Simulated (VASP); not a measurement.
## Mo under a change of volume

How do stress and energy of Mo follow a change of volume?

Calculated with VASP 6.6.1; PBEsol; plane waves and PAW (Mo_sv), in the first sound run; inputs show where later runs differ.

### 1. The structure

The structure is cubic, space group Im-3m (No. 229). Conventional cell: a = 3.150 Å, b = 3.150 Å, c = 3.150 Å, α = 90.00°, β = 90.00°, γ = 90.00°. Nearest to Mo lie 8 Mo at 2.73 Å.

Structure file:

```
Mo
1.0
    -1.57500    1.57500    1.57500
     1.57500   -1.57500    1.57500
     1.57500    1.57500   -1.57500
Mo
1
Cartesian
  0.0000 0.0000 0.0000
```

### 2. Relax the crystal, PBEsol

The series starts from the cell that this level prefers, so that zero strain is near zero stress.

This step took 2 runs in a row; the last is shown.

Level: PBEsol; plane waves and PAW (Mo_sv).

INCAR

```
SYSTEM = Mo
PREC = Accurate
ENCUT = 450
EDIFF = 1E-07
NELM = 120
ISMEAR = 1
SIGMA = 0.15
LREAL = .FALSE.
ALGO = Normal
GGA = PS
NBANDS = 13
LASPH = .TRUE.
LORBIT = 11
LWAVE = .FALSE.
LCHARG = .FALSE.
KPAR = 8
IBRION = 2
NSW = 40
ISIF = 3
EDIFFG = -0.005
POTIM = 0.4
```

POSCAR

```
Mo
1.0
   -1.5655819394      1.5655819394      1.5655819394
    1.5655819394     -1.5655819394      1.5655819394
    1.5655819394      1.5655819394     -1.5655819394
Mo
1
Direct
    0.0000000000      0.0000000000      0.0000000000
```

KPOINTS

```
Automatic mesh
0
Gamma
26 26 26
0 0 0
```

The projector-augmented-wave data sets are Mo_sv (PBE family, release 64).

On the command line:

```
$ mpirun -np 8 vasp_std
```

Log:

```text
[banner, memory and clock lines left out]
running    8 mpi-ranks, on    1 nodes
[...]
|                                                                             |
|           W    W    AA    RRRRR   N    N  II  N    N   GGGG   !!!           |
|           W    W   A  A   R    R  NN   N  II  NN   N  G    G  !!!           |
|           W    W  A    A  R    R  N N  N  II  N N  N  G       !!!           |
|           W WW W  AAAAAA  RRRRR   N  N N  II  N  N N  G  GGG   !            |
|           WW  WW  A    A  R   R   N   NN  II  N   NN  G    G                |
|           W    W  A    A  R    R  N    N  II  N    N   GGGG   !!!           |
|                                                                             |
|     For optimal performance we recommend to set                             |
|       NCORE = 2 up to number-of-cores-per-socket                            |
|     NCORE specifies how many cores store one orbital (NPAR=cpu/NCORE).      |
|     This setting can greatly improve the performance of VASP for DFT.       |
[...]
|     You enforced a specific xc type in the INCAR file but a different       |
|     [... a line on the potential file left out ...]
|     I HOPE YOU KNOW WHAT YOU ARE DOING!                                     |
|                                                                             |

 LDA part: xc-table for (Slater+PW92), standard interpolation
 POSCAR, INCAR and KPOINTS ok, starting setup
[...]
entering main loop
       N       E                     dE             d eps       ncg     rms          rms(c)
DAV:   1     0.804807818594E+02    0.80481E+02   -0.74282E+03 13535   0.995E+02
DAV:   2    -0.115735134530E+02   -0.92054E+02   -0.88734E+02 15316   0.290E+02
DAV:   3    -0.125295392986E+02   -0.95603E+00   -0.95425E+00 14776   0.295E+01
DAV:   4    -0.125315574256E+02   -0.20181E-02   -0.20181E-02 15011   0.166E+00
[...]
DAV:  10    -0.117785050717E+02   -0.69807E-05   -0.83488E-06 13896   0.331E-02    0.446E-03
DAV:  11    -0.117785052633E+02   -0.19159E-06   -0.72445E-08 11104   0.292E-03    0.826E-04
DAV:  12    -0.117785051810E+02    0.82241E-07   -0.70165E-09  6998   0.104E-03
   1 F= -.11778505E+02 E0= -.11778698E+02  d E =-.117785E+02
[...]
reached required accuracy - stopping structural energy minimisation
```

It took 10 s on 8 MPI ranks of Intel Xeon Platinum 8259CL at 2.50GHz (Skylake/Cascade Lake), shared host; peak memory 1.5 GiB.

Lines that name or quote the potential files are left out of all logs, and their timing lines are given in words.

Parts of OUTCAR (step 2):

```text
  Total       -0.0005047     -0.0005047     -0.0005047      0.0000000      0.0000000      0.0000000
  in kB       -0.0526770     -0.0526770     -0.0526770      0.0000000      0.0000000      0.0000000
  external PRESSURE =      -0.0526770 kB  Pullay stress =       0.0000000 kB

 POSITION                                       TOTAL-FORCE (eV/Angst)
 -----------------------------------------------------------------------------------
      0.00000      0.00000      0.00000        -0.000000      0.000000      0.000000
 -----------------------------------------------------------------------------------
    total drift:                                0.000000     -0.000000      0.000000

  FREE ENERGIE OF THE ION-ELECTRON SYSTEM (eV)
  ---------------------------------------------------
  free  energy   TOTEN  =       -11.7785051810 eV

  energy  without entropy=      -11.7790832944  energy(sigma->0) =      -11.77869789

 reached required accuracy - stopping structural energy minimisation

[... 3 further parts left out ...]
[key lines of the parts left out:]
E-fermi :  12.7415
```

Numbers from this step:

- energy(sigma→0) of the program: -11.7787 eV
- stress, compression positive: xx, yy, zz -0.01, -0.01, -0.01 GPa
- volume: 15.349 Å³
- ionic steps: 1

### 3. Relax at fixed volume, PBEsol

One member in full: the volume is scaled by 1.01, and the cell is held.

Level: PBEsol; plane waves and PAW (Mo_sv).

Changes to INCAR since step 2:

```diff
@@ -15,7 +15,8 @@
 LCHARG = .FALSE.
-KPAR = 8
+KPAR = 2
 IBRION = 2
 NSW = 40
-ISIF = 3
-EDIFFG = -0.005
+ISIF = 2
+EDIFFG = -0.004
 POTIM = 0.4
+MAXMIX = 40
```

POSCAR

```
Mo
1.0
   -1.5707832465      1.5707832465      1.5707832465
    1.5707832465     -1.5707832465      1.5707832465
    1.5707832465      1.5707832465     -1.5707832465
Mo
1
Direct
    0.0000000000      0.0000000000      0.0000000000
```

KPOINTS is that of step 2.

On the command line:

```
$ mpirun -np 2 vasp_std
```

Log:

```text
[banner, memory and clock lines left out]
running    2 mpi-ranks, on    1 nodes
[...]
[... a notice as in an earlier step ...]

 LDA part: xc-table for (Slater+PW92), standard interpolation
 POSCAR, INCAR and KPOINTS ok, starting setup
[...]
entering main loop
       N       E                     dE             d eps       ncg     rms          rms(c)
DAV:   1     0.813899327626E+02    0.81390E+02   -0.74156E+03 13475   0.994E+02
DAV:   2    -0.115439811587E+02   -0.92934E+02   -0.89504E+02 15381   0.291E+02
DAV:   3    -0.125389345528E+02   -0.99495E+00   -0.99254E+00 14781   0.300E+01
DAV:   4    -0.125410774060E+02   -0.21429E-02   -0.21428E-02 15001   0.170E+00
[...]
DAV:  10    -0.117774041470E+02   -0.70630E-05   -0.84120E-06 13916   0.331E-02    0.478E-03
DAV:  11    -0.117774043321E+02   -0.18505E-06   -0.87591E-08 11161   0.320E-03    0.821E-04
DAV:  12    -0.117774042513E+02    0.80736E-07   -0.81281E-09  7063   0.113E-03
   1 F= -.11777404E+02 E0= -.11777614E+02  d E =-.117774E+02
[...]
reached required accuracy - stopping structural energy minimisation
```

Wall time 30 s (2 MPI ranks); peak memory 0.36 GiB.

From OUTCAR (step 3):

```text
  Total       -0.2651423     -0.2651423     -0.2651423     -0.0000000      0.0000000      0.0000000
  in kB      -27.4019101    -27.4019101    -27.4019101     -0.0000000      0.0000000      0.0000000
  external PRESSURE =     -27.4019101 kB  Pullay stress =       0.0000000 kB

 POSITION                                       TOTAL-FORCE (eV/Angst)
 -----------------------------------------------------------------------------------
      0.00000      0.00000      0.00000        -0.000000      0.000000     -0.000000
 -----------------------------------------------------------------------------------
    total drift:                                0.000000     -0.000000      0.000000

  FREE ENERGIE OF THE ION-ELECTRON SYSTEM (eV)
  ---------------------------------------------------
  free  energy   TOTEN  =       -11.7774042513 eV

  energy  without entropy=      -11.7780333258  energy(sigma->0) =      -11.77761394

[... 2 parts as in an earlier step ...]

[... 2 further parts left out ...]
[key lines of the parts left out:]
E-fermi :  12.5780
```

This run gave:

* energy(sigma→0) of the program: -11.7776 eV
* stress, compression positive: xx, yy, zz -2.74, -2.74, -2.74 GPa
* ionic steps: 1

### 4. The whole series

The other members went through these steps as far as the tables show, with the same cutoff and, step by step, the same mesh; 9 runs are not shown. The session took 0.23 core hours (wall time by ranks) on a shared machine.

```csv
volume over the relaxed volume,volume (Å³/atom),pressure (GPa),"energy above the unstrained row, extrapolated to no smearing (meV/atom)"
0.940,14.428,19.679,55.083
0.960,14.735,12.438,23.975
0.980,15.042,5.900,6.036
0.990,15.196,?,?
1,15.349,-0.005,0.000
1.010,15.503,-2.740,1.084
1.020,15.656,-5.340,4.729
1.040,15.963,-10.155,19.204
1.060,16.270,-14.494,42.460
```

### 5. A fit to the known rows

Fitting a cubic to the 8 known rows (u: logarithm of the volume ratio) gives pressure = − 506.3 u³ + 576.6 u² − 280.5 u − 0.006810 in GPa; the residuals are 0.0015 GPa r.m.s.

At u = -0.01005 this predicts 2.871 GPa.

### 6. Prediction against calculation

The calculation gives 2.872 GPa, so the prediction is 0.001 GPa too low.

A cubic of the pressure in ln(V/V₀) through all rows has the slope −B at V₀: B = 281 GPa, and its curvature gives B′ = 4.1.

### 7. Summary of results

```json
{
  "error of the predicted pressure": "-0.001 GPa",
  "bulk modulus": "281 GPa"
}
```

In words: The slope of the energy gives 0.24 GPa at the relaxed volume where the pressure column has -0.01 GPa, a mark of the finite basis or of the smearing. These are static values: temperature and zero-point motion are left out. In a metal the slopes also depend on mesh and smearing, which were held through the series.

[Lines on the potential files, build, host, timing and source positions are cut from VASP's logs without a mark.]

[Logs are printed without paths, hosts, clocks, repeated set-up lines and the standing remarks that a program may print on its own settings, such as how far it seeks lower states.]

[Hosts, paths, dates, database ids (printed as entryN), source tags and the programs' standing remarks are cut or masked in the printed files.]

[In band tables of VASP the shares of atoms and orbitals are scaled to a sum of 1 inside the atoms' spheres.]
